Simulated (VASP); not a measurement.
Runs of VASP 6.6.1 on Mo. The structure is cubic, space group Im-3m (No. 229). The conventional cell has a = 3.147 Å, b = 3.147 Å, c = 3.147 Å, α = 90.00°, β = 90.00°, γ = 90.00°. Mo (site symmetry m-3m) is surrounded by 8 Mo at 2.73 Å. 

```tsv
k mesh	cutoff (eV)	gap on the mesh (eV)	pressure (GPa)
14 × 14 × 14	450	none	4.6
14 × 14 × 14	600	none	4.6
20 × 20 × 20	520	none	(b)
12 × 12 × 12	520	none	3.9
14 × 14 × 14	300	none	4.3
24 × 24 × 24	520	none	(a)
14 × 14 × 14	350	none	3.2
14 × 14 × 14	400	none	3.8
```

Alike in all rows: task single point; level PBE; potentials or basis VASP PAW PBE potentials, release 64 (Mo_sv); no spin polarisation; cell as given; smearing gaussian 0.1 eV.

Problem. Estimate the missing entries.

Solution. (a) 4.1; (b) 4.2.

Caveats: the cutoff is under 1.25 times the usual one of these potentials, so pressure, stress and relaxed cells hold a basis-set (Pulay) error (some runs).

A k mesh can miss the band edges, and the runs leave out spin-orbit coupling on Mo.

A gap of «none» marks a metal or a gap under the smearing width.
